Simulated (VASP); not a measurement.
Level of theory: PBE GGA, VASP's PBE PAW potentials (set 64) (plane waves; VASP).

A VASP calculation is set up with these files.

**INCAR**
```
ALGO = Normal
EDIFF = 1E-6
ENCUT = 300
GGA = PE
ISIF = 2
ISMEAR = -1
LASPH = .True.
LCHARG = .False.
LMAXMIX = 4
LREAL = .False.
LWAVE = .False.
NELM = 100
PREC = Accurate
SIGMA = 0.1
SYSTEM = ZrS2
```

File KPOINTS:
```
Automatic mesh
0
Gamma
7 7 1
0 0 0
```

### POSCAR
```
ZrS2
1
    3.5811290000     0.0000000000     0.0000000000
   -1.7905650000     3.1013490000     0.0000000000
    0.0000000000     0.0000000000    30.9473440000
Zr S
1 2
Direct
  0.0000000000   0.0000000000   0.5000000000
  0.3333330000   0.6666670000   0.5476190000
  0.6666670000   0.3333330000   0.4523810000
```

POTCAR, in this order: Zr_sv S (PBE.64 set). Program: vasp_std.

The cell holds a wide vacuum, so values per volume refer to the whole cell.

Question: Predict the energy per atom (σ→0), largest force.

Answer: 
```yaml
energy per atom (σ→0): -7.118 eV/atom
largest_force: 0.297 eV/Å
```

File OSZICAR:
```
...
DAV:  17    -0.213551103655E+02   -0.18658E-04   -0.38010E-07   272   0.285E-03    0.312E-03
DAV:  18    -0.213551430661E+02   -0.32701E-04   -0.15106E-06   280   0.420E-03    0.407E-03
DAV:  19    -0.213551500782E+02   -0.70121E-05   -0.19634E-07   272   0.153E-03    0.190E-03
DAV:  20    -0.213551565388E+02   -0.64606E-05   -0.26421E-07   256   0.155E-03    0.617E-04
DAV:  21    -0.213551589408E+02   -0.24020E-05   -0.65986E-08   232   0.863E-04    0.641E-04
DAV:  22    -0.213551602048E+02   -0.12640E-05   -0.25496E-08   224   0.588E-04    0.427E-04
DAV:  23    -0.213551607855E+02   -0.58077E-06   -0.53539E-09   192   0.364E-04
   1 F= -.21355161E+02 E0= -.21354439E+02  d E =-.144350E-02
```

The cell is a sheet with vacuum, built from a generated structure.
